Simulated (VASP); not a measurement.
All values below come from PBEsol GGA, VASP's PBE PAW potentials (set 64) (plane waves; VASP).

VASP input:

**INCAR**
```
! general
SYSTEM  = SnO
PREC    = Accurate
ENCUT   = 600
LREAL   = F
LASPH   = T

! electronic loop
EDIFF   = 1E-7
NELM    = 100
ALGO    = Normal
LMAXMIX = 4

! smearing
ISMEAR  = 0
SIGMA   = 0.05

! functional
GGA     = PS

! ions
ISIF    = 2

! output
LWAVE   = F
LCHARG  = F
```

**KPOINTS**
```
K-points
0
Gamma
 6 6 4
0 0 0
```

File POSCAR:
```
SnO
1.0
  3.7324673711   0.0000000000   0.0000000000
  0.0000000000   3.8086401746   0.0000000000
  0.0000000000   0.0000000000   4.6342725389
Sn O
2 2
direct
  0.5000000000   0.0000000000   0.7559990603
  0.0000000000   0.5000000000   0.2440009397
  0.5000000000   0.5000000000   0.0000000000
  0.0000000000   0.0000000000   0.0000000000
```

POTCAR, in this order: Sn_d O (PBE.64 set). Program: vasp_std.

### Question
What will the output report for the number of irreducible k-points (NKPTS), number of bands (NBANDS), largest plane-wave count, number of space-group operations, FFT grid (NGX, NGY, NGZ)?

### Answer

```json
{
  "number of irreducible k-points (NKPTS)": "48",
  "number of bands (NBANDS)": "24",
  "largest_plane_wave_count": "2228",
  "number_of_space_group_operations": "8",
  "FFT grid (NGX, NGY, NGZ)": "30 × 30 × 40"
}
```

The compound is SnO in the litharge structure. This cell was strained or had an atom moved on purpose. The k-mesh is coarse (spacing up to 0.34 per Å, 2π included), so the numbers may not be converged in it.
